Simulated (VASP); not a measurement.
These are vdW-DF2, VASP's PBE PAW potentials (set 64) (plane waves; VASP) values and carry that method's errors.

Input for VASP

### INCAR
```
SYSTEM=CsBr
PREC=Accurate; ENCUT=520; LREAL=F
LASPH=T
EDIFF=1E-6; NELM=100; ALGO=Normal
LMAXMIX=4
ISMEAR=0; SIGMA=0.05
GGA=ML; LUSE_VDW=T; AGGAC=0.0
ZAB_VDW=-1.8867
IBRION=2; NSW=60; ISIF=3
EDIFFG=-0.01
LWAVE=F; LCHARG=F
```

**KPOINTS**
```
kpoints
0
Gamma
  6 6 6
```

**POSCAR**
```
CsBr
1
    4.4123297667    -0.0000000000     0.0000000000
    0.0000000000     4.4123297667     0.0000000000
    0.0000000000     0.0000000000     4.4123297667
Cs Br
1 1
Direct
  0.0000000000   0.0000000000   0.0000000000
  0.5000000000   0.5000000000   0.5000000000
```

POTCAR, in this order: Cs_sv Br (PBE.64 set). Program: vasp_std.

Unless said otherwise, spin-orbit coupling is left out, though it shifts the bands of the heavy elements here.

Question: Predict the energy per atom (σ→0), band gap (on the k-mesh).

Answer: 
- energy per atom (σ→0): -0.987 eV/atom
- band gap (on the k-mesh): 3.99 eV

File OSZICAR:
```
...
DAV:   6    -0.204228790290E+01    0.30731E+00   -0.50253E-01   552   0.372E+00    0.101E+00
DAV:   7    -0.198115976644E+01    0.61128E-01   -0.19751E-01   600   0.251E+00    0.556E-01
DAV:   8    -0.197464226228E+01    0.65175E-02   -0.15820E-02   556   0.108E+00    0.989E-02
DAV:   9    -0.197428651762E+01    0.35574E-03   -0.25749E-03   648   0.362E-01    0.723E-02
DAV:  10    -0.197435862043E+01   -0.72103E-04   -0.22507E-04   552   0.157E-01    0.898E-03
DAV:  11    -0.197436950825E+01   -0.10888E-04   -0.17978E-05   608   0.497E-02    0.305E-03
DAV:  12    -0.197437035234E+01   -0.84409E-06   -0.46819E-06   556   0.191E-02
   1 F= -.19743704E+01 E0= -.19743704E+01  d E =-.197437E+01
```

The compound is CsBr in the CsCl type structure. It was relaxed first, which changed the volume by +9 %. The start is the result of an earlier pass.
